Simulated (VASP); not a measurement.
VASP input:

POSCAR:
```
CoTe
10.3976020
  0.3704595985   0.0000000000   0.0000000000
 -0.1852297992   0.3208274577   0.0000000000
  0.0000000000   0.0000000000   0.5000000127
Co Te
2 2
direct
  0.0000000000   0.0000000000   0.0000000000
  0.0000000000   0.0000000000   0.5000000000
  0.3333330000   0.6666670000   0.2500000000
  0.6666670000   0.3333330000   0.7500000000
```

**INCAR**
```
LASPH = .TRUE.
ALGO = Normal
LMAXMIX = 4   # l cut-off of mixed one-centre charges
ISMEAR = -5
GGA = PS   # PBEsol
ISIF = 2   # forces and stress, cell fixed
LWAVE = .FALSE.
SYSTEM = CoTe
NELM = 100
LORBIT = 11   # lm-projected
PREC = Accurate
ENCUT = 400
LREAL = .FALSE.   # projection in real space or not
LCHARG = .TRUE.
LEFG = .TRUE.
EDIFF = 1E-7
NEDOS = 601
```

File KPOINTS:
```
Automatic mesh
0
Gamma
10 10 7
0 0 0
```

POTCAR, in this order: Co Te (PBE.64 set). Program: vasp_std.

### Question
Write an equivalent input for Ansatz.

### Answer
One equivalent input (not run):
Ansatz 0.2 input:
```yaml
crystal:
  lattice:
    - [3.8518915, 0.0000000, 0.0000000]
    - [-1.9259457, 3.3358362, 0.0000000]
    - [0.0000000, 0.0000000, 5.1988011]
  atoms:
    - { symbol: Co, position: [0.0000000, 0.0000000, 0.0000000] }
    - { symbol: Co, position: [0.0000000, 0.0000000, 0.5000000] }
    - { symbol: Te, position: [0.3333330, 0.6666670, 0.2500000] }
    - { symbol: Te, position: [0.6666670, 0.3333330, 0.7500000] }
kpoints:
  mp_grid: { grid: [10, 10, 7] }
hamiltonian:
  xc: pbesol
  pseudopotentials: { kind: paw }
scf:
  occupations: { method: tetrahedron }
  max_iter: 100
output: { forces: true, stress: true, eigenvalues: true }
```
Limits of the translation: each code has its own PAW files, so the cut-off isn't converted (ENCUT is set for VASP's; basis.ecutwfc is left out, and Ansatz then takes the one that its files recommend); Ansatz stops its SCF on the density residual and VASP on the energy change (EDIFF); the field gradients of LEFG aren't asked of the other code.

The structure was generated: CoTe was put into the NiAs type type (P6_3/mmc), which need not be its known phase. It was relaxed first, which changed the volume by -25 %.
